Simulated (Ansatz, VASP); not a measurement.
# PtSe2 in two plane-wave programs, part 2 of 2

Aim: how closely do two programs agree when they are given the same cell, functional and k mesh? The cell is taken from a series of runs on this material, whose earlier steps may have relaxed, scaled, displaced or heated it; both programs get it as it stands.

VASP 6.6.1 and Ansatz 0.2.0.

So far: The starting structure; Ansatz: zone-centre phonons, PBE.

### Step 3. VASP: zone-centre phonons, PBE

Level of this step: PBE; plane waves and PAW (Pt, Se) (VASP).

The same cell, functional, mesh and smearing now go to VASP, with its own data sets.

Lines of VASP's logs that name or quote its potential files are left out, and so is its time.

INCAR

```
SYSTEM = PtSe2
PREC = Accurate
ENCUT = 500
EDIFF = 1E-08
NELM = 120
ISMEAR = 1
SIGMA = 0.2
LREAL = .FALSE.
ALGO = Normal
GGA = PE
NBANDS = 17
LASPH = .TRUE.
LORBIT = 11
LWAVE = .FALSE.
LCHARG = .FALSE.
ISIF = 2
IBRION = 8
GGA_COMPAT = .FALSE.
NELMDL = -8
KPAR = 2
```

POSCAR

```
PtSe2
1.0
    3.6356522759      0.0000000000      0.0000000000
   -1.8178261380      3.2745099195      0.0000000000
    0.0000000000      0.0000000000     30.4600000000
Pt Se
1 2
Direct
    0.3411343501      0.6822687003      0.3282994091
    0.6627661582      0.3255323165      0.3751887216
    0.6627661582      0.3255323165      0.2814100967
```

KPOINTS

```
Automatic mesh
0
Gamma
15 15 1
0 0 0
```

The projector-augmented-wave data sets are Pt and Se (PBE family, release 64).

On the command line:

```
> mpirun -np 2 vasp_std
```

Numbers of over 12 decimals in the logs are rounded to 6 here.

The log of the run:

```text
[banner, memory and clock lines left out]
running    2 mpi-ranks, on    1 nodes
 distrk:  each k-point on    1 cores,    2 groups
 distr:  one band on    1 cores,    1 groups

 POSCAR found type information on POSCAR PtSe
 POSCAR found :  2 types and       3 ions
 LDA part: xc-table for (Slater+PW92), standard interpolation
 POSCAR, INCAR and KPOINTS ok, starting setup
 FFT: planning ... GRIDC
 FFT: planning ... GRID_SOFT
 FFT: planning ... GRID
 WAVECAR not read
 entering main loop
       N       E                     dE             d eps       ncg     rms          rms(c)
DAV:   1     0.169967721928E+03    0.16997E+03   -0.65713E+03  2176   0.871E+02
DAV:   2     0.684735959636E+01   -0.16312E+03   -0.15513E+03  3608   0.155E+02
DAV:   3    -0.130947965915E+02   -0.19942E+02   -0.19695E+02  2707   0.680E+01
DAV:   4    -0.134523603483E+02   -0.35756E+00   -0.35578E+00  2794   0.107E+01
DAV:   5    -0.134581764356E+02   -0.58161E-02   -0.58136E-02  3046   0.133E+00
DAV:   6    -0.134583289846E+02   -0.15255E-03   -0.15255E-03  3025   0.197E-01
DAV:   7    -0.134583345512E+02   -0.55667E-05   -0.55661E-05  3251   0.308E-02
DAV:   8    -0.134583346934E+02   -0.14213E-06   -0.14200E-06  3132   0.381E-03    0.120E+01
DAV:   9    -0.131547615297E+02    0.30357E+00   -0.48086E+00  2945   0.157E+01    0.818E+00
DAV:  10    -0.130300080916E+02    0.12475E+00   -0.19077E+00  2684   0.126E+01    0.350E+00
DAV:  11    -0.129164377278E+02    0.11357E+00   -0.35722E-01  2689   0.485E+00    0.384E-01
DAV:  12    -0.129159625176E+02    0.47521E-03   -0.23745E-02  2873   0.105E+00    0.204E-01
DAV:  13    -0.129158771445E+02    0.85373E-04   -0.98788E-04  2892   0.213E-01    0.998E-02
DAV:  14    -0.129158374368E+02    0.39708E-04   -0.95022E-05  2870   0.605E-02    0.345E-02
[...]
DAV:  23    -0.129159501880E+02   -0.15555E-05   -0.25632E-08  2304   0.500E-04    0.230E-04
DAV:  24    -0.129159507905E+02   -0.60243E-06   -0.13859E-08  2188   0.286E-04    0.173E-04
DAV:  25    -0.129159510880E+02   -0.29757E-06   -0.27592E-09  2289   0.170E-04    0.397E-05
DAV:  26    -0.129159513007E+02   -0.21270E-06   -0.10481E-09  2266   0.115E-04    0.440E-05
DAV:  27    -0.129159514024E+02   -0.10166E-06    0.94751E-11  2250   0.874E-05    0.102E-05
DAV:  28    -0.129159514371E+02   -0.34666E-07    0.74259E-10  2250   0.350E-05    0.146E-05
DAV:  29    -0.129159514510E+02   -0.13967E-07    0.81747E-10  1830   0.208E-05    0.666E-06
DAV:  30    -0.129159514545E+02   -0.35009E-08    0.86230E-10  1981   0.191E-05
   1 F= -.12915951E+02 E0= -.12915341E+02  d E =-.183167E-02
 Linear response reoptimize wavefunctions to high precision
DAV:   1    -0.129159514557E+02   -0.11685E-08    0.88489E-10  2103   0.764E-06
DAV:   2    -0.129159514557E+02   -0.12733E-10    0.88605E-10  2146   0.148E-06
 Linear response DOF=           6
 Linear response progress:
  Degree of freedom:   1/  6
       N       E                     dE             d eps       ncg     rms          rms(c)
RMM:   1    -0.257929639909E+00   -0.25793E+00   -0.27845E-01  7013   0.326E+00
RMM:   2    -0.252906687425E+00    0.50230E-02   -0.69784E-03  5958   0.482E-01    0.179E-01
RMM:   3    -0.252907356627E+00   -0.66920E-06   -0.37033E-04  5841   0.113E-01    0.109E-01
RMM:   4    -0.253482211831E+00   -0.57486E-03   -0.55218E-04  6175   0.128E-01    0.227E-02
RMM:   5    -0.253443902378E+00    0.38309E-04   -0.34439E-05  6131   0.360E-02    0.853E-03
RMM:   6    -0.253439860450E+00    0.40419E-05   -0.38503E-06  6419   0.113E-02    0.180E-03
RMM:   7    -0.253430897593E+00    0.89629E-05   -0.54582E-07  6605   0.431E-03    0.953E-04
RMM:   8    -0.253421977812E+00    0.89198E-05    0.10359E-07  6760   0.156E-03    0.576E-04
RMM:   9    -0.253417633586E+00    0.43442E-05    0.15532E-07  6546   0.942E-04    0.111E-04
RMM:  10    -0.253416323521E+00    0.13101E-05    0.30524E-07  6817   0.276E-04    0.299E-05
RMM:  11    -0.253416584173E+00   -0.26065E-06   -0.20150E-07  7054   0.102E-04    0.276E-05
RMM:  12    -0.253416970583E+00   -0.38641E-06   -0.15994E-07  6597   0.501E-05    0.460E-06
RMM:  13    -0.253417058906E+00   -0.88322E-07    0.26683E-08  7002   0.238E-05    0.288E-06
RMM:  14    -0.253417020593E+00    0.38313E-07   -0.48299E-11  6659   0.125E-05    0.948E-07
RMM:  15    -0.253417018245E+00    0.23474E-08   -0.35333E-11  6104   0.106E-05    0.309E-07
 first order change of Fermi-energy  -0.28594E-02
 force on displaced ion       1 direction 1 :  -3.199  -0.059   0.000
 Linear response progress:
  Degree of freedom:   2/  6
       N       E                     dE             d eps       ncg     rms          rms(c)
RMM:   1    -0.258013392545E+00   -0.25801E+00   -0.27540E-01  3991   0.325E+00
RMM:   2    -0.252754876736E+00    0.52585E-02   -0.72419E-03  3390   0.487E-01    0.185E-01
RMM:   3    -0.252845936841E+00   -0.91060E-04   -0.29972E-04  3330   0.104E-01    0.113E-01
RMM:   4    -0.253463104272E+00   -0.61717E-03   -0.42840E-04  3692   0.117E-01    0.237E-02
RMM:   5    -0.253458239744E+00    0.48645E-05   -0.26804E-05  3652   0.304E-02    0.131E-02
RMM:   6    -0.253422732681E+00    0.35507E-04   -0.12661E-05  3728   0.196E-02    0.418E-03
RMM:   7    -0.253419889191E+00    0.28435E-05   -0.58020E-07  3801   0.464E-03    0.994E-04
RMM:   8    -0.253406211634E+00    0.13678E-04   -0.12349E-07  3804   0.180E-03    0.342E-04
[...]
Degree of freedom:   3/  6
       N       E                     dE             d eps       ncg     rms          rms(c)
RMM:   1    -0.289753839640E+00   -0.28975E+00   -0.25862E-01  4040   0.319E+00
RMM:   2    -0.284265504719E+00    0.54883E-02   -0.72152E-03  3434   0.533E-01    0.241E-01
RMM:   3    -0.284531485059E+00   -0.26598E-03   -0.18970E-03  3888   0.178E-01    0.160E-01
RMM:   4    -0.283996041966E+00    0.53544E-03   -0.82151E-04  3823   0.111E-01    0.109E-01
RMM:   5    -0.284381366477E+00   -0.38532E-03   -0.18108E-04  3744   0.768E-02    0.815E-03
RMM:   6    -0.284387887645E+00   -0.65212E-05   -0.60693E-06  3807   0.136E-02    0.423E-03
RMM:   7    -0.284382684221E+00    0.52034E-05   -0.17944E-06  3751   0.672E-03    0.110E-03
RMM:   8    -0.284377942293E+00    0.47419E-05   -0.13318E-07  3795   0.205E-03    0.601E-04
RMM:   9    -0.284375215179E+00    0.27271E-05   -0.12553E-08  3871   0.970E-04    0.171E-04
RMM:  10    -0.284376354294E+00   -0.11391E-05    0.21869E-08  3926   0.276E-04    0.123E-04
RMM:  11    -0.284377367579E+00   -0.10133E-05   -0.31859E-09  3866   0.454E-04    0.567E-05
RMM:  12    -0.284377106557E+00    0.26102E-06    0.10171E-07  4004   0.105E-04    0.404E-05
RMM:  13    -0.284376597906E+00    0.50865E-06    0.48514E-08  3964   0.138E-04    0.183E-05
RMM:  14    -0.284376623307E+00   -0.25402E-07   -0.88218E-08  4090   0.875E-05    0.117E-05
RMM:  15    -0.284376659131E+00   -0.35823E-07   -0.24713E-08  4035   0.465E-05    0.379E-06
RMM:  16    -0.284376678640E+00   -0.19510E-07   -0.13387E-08  3997   0.270E-05    0.323E-06
RMM:  17    -0.284376703602E+00   -0.24962E-07   -0.26930E-08  3849   0.239E-05    0.182E-06
RMM:  18    -0.284376697044E+00    0.65583E-08   -0.18031E-08  3743   0.157E-05    0.114E-06
 first order change of Fermi-energy   0.19609E-03
 force on displaced ion       1 direction 3 :  -0.000   0.003  -4.575
 Linear response progress:
  Degree of freedom:   4/  6
       N       E                     dE             d eps       ncg     rms          rms(c)
RMM:   1    -0.747572873262E-01   -0.74757E-01    0.49092E-02  9289   0.148E+00
RMM:   2    -0.737163467972E-01    0.10409E-02   -0.23269E-03  5953   0.242E-01    0.885E-02
RMM:   3    -0.736474431377E-01    0.68904E-04   -0.10005E-04  6278   0.522E-02    0.510E-02
RMM:   4    -0.736307183260E-01    0.16725E-04   -0.28906E-05  6617   0.323E-02    0.712E-03
RMM:   5    -0.736426574679E-01   -0.11939E-04   -0.10361E-06  6848   0.680E-03    0.187E-03
RMM:   6    -0.736443480793E-01   -0.16906E-05   -0.40481E-07  6958   0.225E-03    0.103E-03
RMM:   7    -0.736443735293E-01   -0.25450E-07    0.20578E-07  6854   0.937E-04    0.400E-04
RMM:   8    -0.736438553497E-01    0.51818E-06    0.29708E-07  6892   0.438E-04    0.158E-04
RMM:   9    -0.736437334580E-01    0.12189E-06   -0.22386E-08  6942   0.206E-04    0.555E-05
RMM:  10    -0.736437647338E-01   -0.31276E-07    0.27616E-08  6895   0.757E-05    0.224E-05
RMM:  11    -0.736438315470E-01   -0.66813E-07   -0.67018E-09  6828   0.457E-05    0.504E-06
RMM:  12    -0.736438335805E-01   -0.20335E-08   -0.61428E-09  7144   0.152E-05    0.249E-06
 first order change of Fermi-energy   0.11585E-02
 force on displaced ion       2 direction 1 :  -2.229  -0.012  -0.001
 Linear response progress:
  Degree of freedom:   5/  6
       N       E                     dE             d eps       ncg     rms          rms(c)
RMM:   1    -0.757948001341E-01   -0.75795E-01    0.55907E-02  5239   0.149E+00
RMM:   2    -0.747639508391E-01    0.10308E-02   -0.24741E-03  3387   0.250E-01    0.102E-01
RMM:   3    -0.747032684797E-01    0.60682E-04   -0.13003E-04  3813   0.601E-02    0.589E-02
RMM:   4    -0.747439731360E-01   -0.40705E-04   -0.88067E-05  3899   0.434E-02    0.331E-02
RMM:   5    -0.747149859967E-01    0.28987E-04   -0.38798E-05  3867   0.245E-02    0.665E-03
RMM:   6    -0.747231725342E-01   -0.81865E-05   -0.15852E-06  3850   0.709E-03    0.211E-03
RMM:   7    -0.747232061562E-01   -0.33622E-07   -0.22890E-07  3921   0.275E-03    0.835E-04
RMM:   8    -0.747227414922E-01    0.46466E-06   -0.89510E-08  3852   0.914E-04    0.380E-04
RMM:   9    -0.747221961550E-01    0.54534E-06   -0.21270E-08  3899   0.496E-04    0.887E-05
RMM:  10    -0.747222117146E-01   -0.15560E-07    0.23397E-09  3952   0.138E-04    0.465E-05
RMM:  11    -0.747222438844E-01   -0.32170E-07    0.57962E-09  3926   0.112E-04    0.255E-05
RMM:  12    -0.747222786900E-01   -0.34806E-07    0.15214E-08  3889   0.892E-05    0.123E-05
RMM:  13    -0.747222773898E-01    0.13002E-08   -0.15968E-08  4028   0.589E-05    0.795E-06
 first order change of Fermi-energy   0.51481E-01
 force on displaced ion       2 direction 2 :   0.000  -2.679  -0.450
 Linear response progress:
  Degree of freedom:   6/  6
       N       E                     dE             d eps       ncg     rms          rms(c)
RMM:   1    -0.114664831162E+00   -0.11466E+00    0.50607E-02  4868   0.144E+00
RMM:   2    -0.113927503464E+00    0.73733E-03   -0.20640E-03  3546   0.247E-01    0.217E-01
RMM:   3    -0.113756061007E+00    0.17144E-03   -0.52854E-04  3867   0.107E-01    0.121E-01
RMM:   4    -0.113727360269E+00    0.28701E-04   -0.67649E-04  3986   0.101E-01    0.102E-01
RMM:   5    -0.113491344508E+00    0.23602E-03   -0.13823E-04  3870   0.493E-02    0.150E-02
RMM:   6    -0.113494368037E+00   -0.30235E-05   -0.79846E-06  3843   0.150E-02    0.600E-03
RMM:   7    -0.113500149461E+00   -0.57814E-05   -0.20908E-06  3798   0.777E-03    0.171E-03
RMM:   8    -0.113498425465E+00    0.17240E-05   -0.93481E-08  3859   0.142E-03    0.629E-04
RMM:   9    -0.113496887497E+00    0.15380E-05   -0.15671E-08  3909   0.747E-04    0.123E-04
RMM:  10    -0.113497107885E+00   -0.22039E-06   -0.52132E-09  3941   0.201E-04    0.621E-05
RMM:  11    -0.113497399898E+00   -0.29201E-06   -0.11960E-08  3968   0.196E-04    0.327E-05
RMM:  12    -0.113497475924E+00   -0.76026E-07   -0.10051E-08  4040   0.105E-04    0.228E-05
RMM:  13    -0.113497648780E+00   -0.17286E-06    0.95605E-08  4099   0.105E-04    0.121E-05
RMM:  14    -0.113497742464E+00   -0.93684E-07   -0.22945E-08  4118   0.694E-05    0.487E-06
RMM:  15    -0.113497779223E+00   -0.36758E-07   -0.11615E-08  4088   0.329E-05    0.345E-06
RMM:  16    -0.113497796495E+00   -0.17273E-07   -0.17248E-08  4022   0.224E-05    0.258E-06
RMM:  17    -0.113497803654E+00   -0.71590E-08   -0.19222E-08  3718   0.155E-05    0.148E-06
 first order change of Fermi-energy  -0.10820E+01
 force on displaced ion       2 direction 3 :   0.000  -0.474  -6.399
 Linear response finished
```

Parts of OUTCAR (step 3):

```text
ion  position               nearest neighbor table
   1  0.341  0.682  0.328-   3 2.54   2 2.54   3 2.59   3 2.59   2 2.59   2 2.59
   2  0.663  0.326  0.375-   1 2.54   1 2.59   1 2.59
   3  0.663  0.326  0.281-   1 2.54   1 2.59   1 2.59

  LATTYP: Found a base centered orthorhombic cell.
 ALAT       =     3.6356522759
 B/A-ratio  =     1.8013328399
 C/A-ratio  =     8.3781389661

 Subroutine GETGRP returns: Found  4 space group operations
 (whereof  2 operations were pure point group operations)

The static configuration has the point symmetry C_1h.
 The point group associated with its full space group is C_2v.

 Found     64 irreducible k-points:

   k-points           NKPTS =     64   k-points in BZ     NKDIM =     64   number of bands    NBANDS=     17

   dimension x,y,z NGX =    28 NGY =   28 NGZ =  224
   dimension x,y,z NGXF=    56 NGYF=   56 NGZF=  448

   ENCUT  =  500.0 eV  36.75 Ry    6.06 a.u.   6.63  6.83 55.54*2*pi/ulx,y,z

   NELECT =      22.0000    total number of electrons

 k-points in reciprocal lattice and weights: Automatic mesh
   0.00000000  0.00000000  0.00000000       0.004
   0.06666667  0.00000000  0.00000000       0.018
   0.13333333  0.00000000  0.00000000       0.018
   0.20000000  0.00000000  0.00000000       0.018
   0.26666667  0.00000000  0.00000000       0.018
   0.33333333  0.00000000  0.00000000       0.018
   0.40000000  0.00000000  0.00000000       0.018
   0.46666667  0.00000000  0.00000000       0.018
   0.00000000  0.06666667  0.00000000       0.009
[...]
0.00000000  0.46666667  0.00000000       0.009
   0.06666667  0.46666667  0.00000000       0.009

 average (electrostatic) potential at core
       1 -77.3066       2 -62.1583       3 -62.1583

  Total       -0.5398557     -0.8696240     -0.0120995      0.0000000      0.0000000      0.0000000
  in kB       -2.3852270     -3.8422318     -0.0534590      0.0000000      0.0000000      0.0000000
  external PRESSURE =      -2.0936393 kB  Pullay stress =       0.0000000 kB

  energy-cutoff  :      500.00
  volume of cell :      362.63
      direct lattice vectors                 reciprocal lattice vectors
     3.635652276  0.000000000  0.000000000     0.275053807  0.152694605  0.000000000
    -1.817826138  3.274509919  0.000000000     0.000000000  0.305389211  0.000000000
     0.000000000  0.000000000 30.460000000     0.000000000  0.000000000  0.032829941

 POSITION                                       TOTAL-FORCE (eV/Angst)
 -----------------------------------------------------------------------------------
     -0.00000      2.23410     10.00000         0.000000     -0.004088      0.000000
      1.81783      1.06596     11.42825        -0.000000      0.002044      0.000273
      1.81783      1.06596      8.57175        -0.000000      0.002044     -0.000273
 -----------------------------------------------------------------------------------
    total drift:                                0.000000      0.000099     -0.000011

 Eigenvectors and eigenvalues of the dynamical matrix
 ----------------------------------------------------

   1 f  =    5.700522 THz    35.817439 2PiTHz  190.148962 cm-1    23.575456 meV
             X         Y         Z           dx          dy          dz
     -0.000000  2.234096 10.000000    -0.000000    0.002593    0.000000
      1.817826  1.065959 11.428248     0.000000   -0.001866   -0.707102
      1.817826  1.065959  8.571752     0.000000   -0.001866    0.707102

   2 f  =    3.930323 THz    24.694951 2PiTHz  131.101479 cm-1    16.254505 meV
             X         Y         Z           dx          dy          dz
     -0.000000  2.234096 10.000000     0.000000    0.000000    0.550287
      1.817826  1.065959 11.428248     0.000000   -0.401010   -0.433340
      1.817826  1.065959  8.571752    -0.000000    0.401010   -0.433340

   3 f  =    3.461171 THz    21.747181 2PiTHz  115.452249 cm-1    14.314248 meV
             X         Y         Z           dx          dy          dz
     -0.000000  2.234096 10.000000    -0.000000    0.668810   -0.000000
      1.817826  1.065959 11.428248     0.000000   -0.525680    0.002613
      1.817826  1.065959  8.571752     0.000000   -0.525680   -0.002613

   4 f  =    2.990185 THz    18.787884 2PiTHz   99.741822 cm-1    12.366404 meV
             X         Y         Z           dx          dy          dz
     -0.000000  2.234096 10.000000    -0.669511   -0.000000   -0.000000
      1.817826  1.065959 11.428248     0.525241    0.000000   -0.000000
      1.817826  1.065959  8.571752     0.525241    0.000000    0.000000

   5 f  =    2.977824 THz    18.710218 2PiTHz   99.329509 cm-1    12.315284 meV
             X         Y         Z           dx          dy          dz
     -0.000000  2.234096 10.000000     0.000000    0.000000    0.000000
      1.817826  1.065959 11.428248    -0.707107    0.000000   -0.000000
      1.817826  1.065959  8.571752     0.707107   -0.000000   -0.000000

   6 f  =    2.713728 THz    17.050857 2PiTHz   90.520228 cm-1    11.223073 meV
             X         Y         Z           dx          dy          dz
     -0.000000  2.234096 10.000000     0.000000   -0.000000   -0.378404
      1.817826  1.065959 11.428248    -0.000000   -0.582401    0.298687
      1.817826  1.065959  8.571752     0.000000    0.582401    0.298687

   7 f/i=    0.000942 THz     0.005919 2PiTHz    0.031424 cm-1     0.003896 meV
             X         Y         Z           dx          dy          dz
     -0.000000  2.234096 10.000000    -0.000000    0.743429   -0.000000
      1.817826  1.065959 11.428248    -0.000000    0.472924    0.000115
      1.817826  1.065959  8.571752    -0.000000    0.472924   -0.000115

   8 f/i=    0.002644 THz     0.016612 2PiTHz    0.088190 cm-1     0.010934 meV
             X         Y         Z           dx          dy          dz
     -0.000000  2.234096 10.000000     0.742802    0.000000   -0.000000
      1.817826  1.065959 11.428248     0.473416    0.000000   -0.000000
      1.817826  1.065959  8.571752     0.473416    0.000000   -0.000000

   9 f/i=    0.004624 THz     0.029052 2PiTHz    0.154235 cm-1     0.019123 meV
             X         Y         Z           dx          dy          dz
     -0.000000  2.234096 10.000000    -0.000000   -0.000000   -0.744308
      1.817826  1.065959 11.428248    -0.000000   -0.000386   -0.472231
      1.817826  1.065959  8.571752    -0.000000    0.000386   -0.472231

 ELASTIC MODULI CONTR FROM IONIC RELAXATION (kBar)
 Direction    XX          YY          ZZ          XY          YZ          ZX
 --------------------------------------------------------------------------------
 XX        -141.4406    -59.7834   -134.8323      0.0000      0.0000      0.0000
 YY         -59.7834   -201.1518   -160.0649      0.0000      0.0000     -0.0000
 ZZ        -134.8323   -160.0649   -188.9387      0.0000      0.0000      0.0000
 XY           0.0000      0.0000      0.0000    -31.1535     -0.0000      0.0000
 YZ           0.0000      0.0000      0.0000     -0.0000    -56.1558      0.0000
 ZX           0.0000     -0.0000      0.0000      0.0000      0.0000    -48.9527
 --------------------------------------------------------------------------------
```

### Step 4. Side by side

Known differences besides the potentials themselves: Ansatz cuts the interaction across the vacuum, VASP repeats the sheet without a dipole correction; the data sets hold 50 valence electrons in Ansatz (on its PAW soft_1 files) and 22 in VASP; the cutoff is 420 eV in Ansatz and 500 eV in VASP. Total energies have different zeros and are not compared.

Both answers:

```csv
quantity,Ansatz,VASP,difference
optical mode 1 (cm⁻¹),89.8,90.5,-0.78 %
optical mode 2 (cm⁻¹),98.5,99.3,-0.79 %
optical mode 3 (cm⁻¹),98.9,99.7,-0.87 %
optical mode 4 (cm⁻¹),114.1,115.5,-1.15 %
optical mode 5 (cm⁻¹),130.6,131.1,-0.40 %
optical mode 6 (cm⁻¹),189.4,190.1,-0.40 %
```

Modes are paired by rising frequency, not by their patterns, so a pair may set unlike modes beside each other; they are those without the splitting of longitudinal modes. Where the cell holds vacuum, a pressure given here is an average over it and none of the material.

### Step 5. Results

| Quantity | Value |
| --- | --- |
| r.m.s. difference of the optical zone-centre modes, each program's sorted by frequency (zone-centre phonons, PBE) | 0.87 cm⁻¹ |
| difference in optical mode 4 (zone-centre phonons, PBE) | -1.1 % |

The r.m.s. difference of the optical zone-centre modes, each program's sorted by frequency is 0.87 cm⁻¹ (zone-centre phonons, PBE). The data sets hold unlike numbers of valence electrons (50 in Ansatz and 22 in VASP), so part of the differences may come from the potentials. Among the rows given in per cent, the largest difference of the zone-centre phonons, PBE pair is in optical mode 4, -1.1 %. How closely two codes agree says nothing of how well the functional describes the real material.

[Lines on the potential files, build, host, timing and source positions are cut from VASP's logs without a mark.]

[Logs are printed without paths, hosts, clocks, repeated set-up lines and the standing remarks that a program may print on its own settings, such as how far it seeks lower states.]

[Hosts, paths, dates, database ids (printed as entryN), source tags and the programs' standing remarks are cut or masked in the printed files.]
